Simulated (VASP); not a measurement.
Output of a VASP run:

File OUTCAR:
```
 ion  position               nearest neighbor table
   1  0.000  0.000  0.000-   2 2.10   2 2.10   2 2.10   2 2.10   2 2.10   2 2.10
   2  0.500  0.500  0.500-   1 2.10   1 2.10   1 2.10   1 2.10   1 2.10   1 2.10
  LATTYP: Found a face centered cubic cell.
 ALAT       =     4.2100000000
 Subroutine PRICEL returns:
 Original cell was already a primitive cell.
 Subroutine GETGRP returns: Found 48 space group operations
The static configuration has the point symmetry O_h .
The dynamic configuration has the point symmetry O_h .
 Subroutine INISYM returns: Found 48 space group operations
 Subroutine IBZKPT returns following result:
 Found     47 irreducible k-points:

 Following reciprocal coordinates:
            Coordinates               Weight
  0.000000  0.000000  0.000000      1.000000
  0.100000  0.000000  0.000000      8.000000
  0.200000  0.000000  0.000000      8.000000
  0.300000  0.000000  0.000000      8.000000
  0.400000  0.000000  0.000000      8.000000
  0.500000  0.000000  0.000000      4.000000
  0.100000  0.100000  0.000000      6.000000
  0.200000  0.100000  0.000000     24.000000
  0.300000  0.100000  0.000000     24.000000
  0.400000  0.100000  0.000000     24.000000
  0.500000  0.100000  0.000000     24.000000
 -0.400000  0.100000  0.000000     24.000000
 -0.300000  0.100000  0.000000     24.000000
 -0.200000  0.100000  0.000000     24.000000
 -0.100000  0.100000  0.000000     12.000000
  0.200000  0.200000  0.000000      6.000000
  0.300000  0.200000  0.000000     24.000000
  0.400000  0.200000  0.000000     24.000000
  0.500000  0.200000  0.000000     24.000000
 -0.400000  0.200000  0.000000     24.000000
 -0.300000  0.200000  0.000000     24.000000
 -0.200000  0.200000  0.000000     12.000000
  0.300000  0.300000  0.000000      6.000000
  0.400000  0.300000  0.000000     24.000000
  0.500000  0.300000  0.000000     24.000000
 -0.400000  0.300000  0.000000     24.000000
 -0.300000  0.300000  0.000000     12.000000
  0.400000  0.400000  0.000000      6.000000
  0.500000  0.400000  0.000000     24.000000
 -0.400000  0.400000  0.000000     12.000000
  0.500000  0.500000  0.000000      3.000000
  0.300000  0.200000  0.100000     24.000000
  0.400000  0.200000  0.100000     48.000000
  0.500000  0.200000  0.100000     48.000000
 -0.400000  0.200000  0.100000     24.000000
  0.400000  0.300000  0.100000     24.000000
  0.500000  0.300000  0.100000     48.000000
 -0.400000  0.300000  0.100000     48.000000
 -0.300000  0.300000  0.100000     48.000000
 -0.200000  0.300000  0.100000     24.000000
   k-points           NKPTS =     47   k-points in BZ     NKDIM =     47   number of bands    NBANDS=      8
   number of dos      NEDOS =    301   number of ions     NIONS =      2
   total plane-waves  NPLWV =  13824
   dimension x,y,z NGX =    24 NGY =   24 NGZ =   24
   dimension x,y,z NGXF=    48 NGYF=   48 NGZF=   48
   ions per type =               1   1
   PREC   = accura    normal or accurate (medium, high low for compatibility)
   ISTART =      0    job   : 0-new  1-cont  2-samecut
   ICHARG =      2    charge: 1-file 2-atom 10-const
   ISPIN  =      1    spin polarized calculation?
   LNONCOLLINEAR =      F non collinear calculations
   LSORBIT =      F    spin-orbit coupling
   INIWAV =      1    electr: 0-lowe 1-rand  2-diag
   ENCUT  =  520.0 eV  38.22 Ry    6.18 a.u.   5.54  5.54  5.54*2*pi/ulx,y,z
   NELM   =    100;   NELMIN=  2; NELMDL= -5     # of ELM steps
   EDIFF  = 0.1E-05   stopping-criterion for ELM
   LREAL  =      F    real-space projection
   NLSPLINE    = F    spline interpolate recip. space projectors
   LMAXMIX     =    2 max onsite mixed and CHGCAR
   VOSKOWN=      0    Vosko Wilk Nusair interpolation
   EDIFFG = -.1E-01   stopping-criterion for IOM
   NSW    =     60    number of steps for IOM
   NBLOCK =      1;   KBLOCK =     60    inner block; outer block
   IBRION =      2    ionic relax: 0-MD 1-quasi-New 2-CG
...
```

### OSZICAR
```
       N       E                     dE             d eps       ncg     rms          rms(c)
DAV:   1     0.124655184775E+02    0.12466E+02   -0.47958E+03   880   0.881E+02
DAV:   2    -0.123974999765E+02   -0.24863E+02   -0.24020E+02   864   0.139E+02
DAV:   3    -0.127593577023E+02   -0.36186E+00   -0.36186E+00  1024   0.186E+01
DAV:   4    -0.127599125374E+02   -0.55484E-03   -0.55484E-03   952   0.628E-01
DAV:   5    -0.127599129032E+02   -0.36581E-06   -0.36581E-06  1040   0.133E-02    0.727E+00
DAV:   6    -0.112140739978E+02    0.15458E+01   -0.98390E+00   752   0.224E+01    0.226E+00
DAV:   7    -0.112113637917E+02    0.27102E-02   -0.37404E-02   816   0.250E+00    0.135E+00
DAV:   8    -0.112152581965E+02   -0.38944E-02   -0.31211E-02   776   0.263E+00    0.158E-01
DAV:   9    -0.112152436369E+02    0.14560E-04   -0.64492E-04  1016   0.211E-01    0.688E-02
DAV:  10    -0.112154431568E+02   -0.19952E-03   -0.26933E-04   776   0.176E-01    0.117E-02
DAV:  11    -0.112154430254E+02    0.13144E-06   -0.73343E-06  1016   0.280E-02
   1 F= -.11215443E+02 E0= -.11215443E+02  d E =-.112154E+02
       N       E                     dE             d eps       ncg     rms          rms(c)
DAV:   1    -0.115437971034E+02   -0.32835E+00   -0.64608E+00   752   0.253E+01    0.415E+00
DAV:   2    -0.112449805211E+02    0.29882E+00   -0.21676E+00   752   0.108E+01    0.360E-01
DAV:   3    -0.112423947816E+02    0.25857E-02   -0.15634E-02   832   0.150E+00    0.225E-01
DAV:   4    -0.112411739598E+02    0.12208E-02   -0.14267E-03   784   0.433E-01    0.493E-02
DAV:   5    -0.112411578426E+02    0.16117E-04   -0.13910E-04   832   0.892E-02    0.126E-02
DAV:   6    -0.112411572673E+02    0.57532E-06   -0.25898E-06   784   0.160E-02
   2 F= -.11241157E+02 E0= -.11241157E+02  d E =-.257142E-01
       N       E                     dE             d eps       ncg     rms          rms(c)
DAV:   1    -0.112628162761E+02   -0.21658E-01   -0.40429E-01   752   0.647E+00    0.103E+00
DAV:   2    -0.112443009820E+02    0.18515E-01   -0.13542E-01   752   0.267E+00    0.994E-02
DAV:   3    -0.112441295082E+02    0.17147E-03   -0.10979E-03   800   0.403E-01    0.619E-02
DAV:   4    -0.112440577130E+02    0.71795E-04   -0.10334E-04   816   0.113E-01    0.136E-02
DAV:   5    -0.112440583157E+02   -0.60270E-06   -0.11909E-05   784   0.265E-02    0.326E-03
DAV:   6    -0.112440585151E+02   -0.19940E-06   -0.13148E-07   424   0.401E-03
   3 F= -.11244059E+02 E0= -.11244059E+02  d E =-.286155E-01
```

**OUTCAR**
```
------------------------ aborting loop because EDIFF is reached ----------------------------------------
  FORCE on cell =-STRESS in cart. coord.  units (eV):
  Direction    XX          YY          ZZ          XY          YZ          ZX
  --------------------------------------------------------------------------------------
  Total        0.0016183      0.0016183      0.0016183      0.0000000      0.0000000     -0.0000000
  in kB        0.1314265      0.1314265      0.1314265      0.0000000      0.0000000     -0.0000000
  external PRESSURE =       0.1314265 kB  Pullay stress =       0.0000000 kB
  volume of cell :       19.73
      direct lattice vectors                 reciprocal lattice vectors
    -0.000000000  2.144643484  2.144643484    -0.233138983  0.233138983  0.233138983
     2.144643484  0.000000000  2.144643484     0.233138983 -0.233138983  0.233138983
     2.144643484  2.144643484  0.000000000     0.233138983  0.233138983 -0.233138983
  FREE ENERGIE OF THE ION-ELECTRON SYSTEM (eV)
  ---------------------------------------------------
  free  energy   TOTEN  =       -11.2440585151 eV

  energy  without entropy=      -11.2440585151  energy(sigma->0) =      -11.24405852

 reached required accuracy - stopping structural energy minimisation
```
(Selected blocks of OUTCAR.)

**POSCAR**
```
MgO
1
    0.0000000000     2.1050000000     2.1050000000
    2.1050000000     0.0000000000     2.1050000000
    2.1050000000     2.1050000000     0.0000000000
Mg O
1 1
Direct
  0.0000000000   0.0000000000   0.0000000000
  0.5000000000   0.5000000000   0.5000000000
```

Task: Reconstruct the remaining input files.

Result: One answer among several that fit: the input of the run itself, RPBE GGA, plane waves, VASP's PBE PAW potentials (set 64).

### INCAR
```
SYSTEM = MgO
PREC = Accurate
ENCUT = 520
EDIFF = 1E-6
NELM = 100
ALGO = Normal
LREAL = .FALSE.
LASPH = .TRUE.
ISMEAR = 0
SIGMA = 0.05
GGA = RP
LWAVE = .FALSE.
LCHARG = .FALSE.
IBRION = 2
ISIF = 3
NSW = 60
EDIFFG = -0.01
```

KPOINTS:
```
Automatic mesh
0
gamma
  10 10 10
```

POTCAR, in this order: Mg O (PBE.64 set). Program: vasp_std.

Energy and stress use the plane-wave basis of the starting cell.

The compound is MgO in the rock salt structure. This run relaxes it. Symmetry was kept, so distortions that lower it aren't found.
